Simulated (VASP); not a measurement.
The system is In3GaSb2N2.

```
CELL_PARAMETERS angstrom
5.02174 0.00000 0.00000
0.00000 5.02174 0.00000
0.00000 0.00000 7.77558
ATOMIC_POSITIONS crystal
In 0.00000 0.00000 0.69512
In 0.00000 0.00000 0.30488
In 0.00000 0.00000 0.00000
Ga 0.50000 0.50000 0.50000
Sb 0.50000 0.50000 0.80524
Sb 0.50000 0.50000 0.19476
N 0.00000 0.50000 0.00000
N 0.50000 0.00000 0.00000
```

The cell was built by a generator and needn't be a form met in nature.

- Program: VASP 6.6.1
- Task: relaxation of cell and atoms
- Functional: PBE
- Potentials or basis: VASP PAW PBE potentials, release 64 (In_d, Ga_d, Sb, N)
- Cutoff: 520 eV
- k mesh: 3 × 3 × 2
- Occupations: gaussian, width 0.15 eV
- Spin: no spin polarisation

At the start: pressure 2.6 GPa; volume 24.51 Å³/atom.

Task: How do energy, volume and symmetry change on relaxing?

Result: Over 5 steps the energy falls by 627.0 meV/atom and the volume is 21.41 Å³/atom (-12.6 %); space group P4/mmm (No. 123, to 0.05 Å).

Step by step:
```csv
step,energy change (eV),largest force (eV/Å),pressure (GPa),volume (Å³)
1,0.0000,4.9520,2.65,196.08
2,-4.0258,1.2194,-7.24,203.30
3,-4.0278,1.2163,-7.23,203.31
4,-5.0161,0.0795,-0.54,172.67
5,-5.0160,0.0222,0.32,171.30
```

Final structure:
```
In Ga Sb N
1.0
     4.33090    0.00000    0.00000
     0.00000    4.33090    0.00000
     0.00000    0.00000    9.13261
In Ga Sb N
3 1 2 2
Direct
  0.00000 0.00000 0.66144
  0.00000 0.00000 0.33856
  0.00000 0.00000 0.00000
  0.50000 0.50000 0.50000
  0.50000 0.50000 0.83301
  0.50000 0.50000 0.16699
  0.00000 0.50000 0.00000
  0.50000 0.00000 0.00000
```

Caveat: the k mesh is coarse (spacing up to 0.42 Å⁻¹), so the values aren't converged; the relaxation stopped at a loose force limit of 0.08 eV/Å, so its end isn't a converged minimum.
